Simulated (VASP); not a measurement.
Crystal: ZnBi3.

```
Zn Bi
1.0
     4.87316    0.00000    0.00000
     0.00000    4.87316    0.00000
     0.00000    0.00000    4.87316
Zn Bi
1 3
Cartesian
  0.0000 0.0000 0.0000
  0.0000 2.4366 2.4366
  2.4366 0.0000 2.4366
  2.4366 2.4366 0.0000
```

The cell comes from a database or a generator and needn't be the stable form of this composition.

Base run:

- Program: VASP 6.6.1
- Functional: PBEsol
- Potentials or basis: VASP PAW PBE potentials, release 64 (Zn, Bi_d)
- Cutoff: 520 eV
- k mesh: 5 × 5 × 5
- Occupations: gaussian, width 0.05 eV
- Spin: no spin polarisation

Its results: band gap on the k mesh none (metal or under the smearing width); pressure -2.9 GPa.

Question: The run is repeated on the same cell with these changes: functional from PBEsol to BLYP. What comes out?

Answer: Band gap on the k mesh none (metal or under the smearing width); pressure 4.1 GPa.

BLYP binds less tightly than PBEsol, so the same cell stands under more pressure.

Caveats: the PAW data sets were made with another functional, which shifts forces and pressure a little; spin-orbit coupling is left out, which moves the levels of the heavy elements.

Not every run made on this cell is shown here.
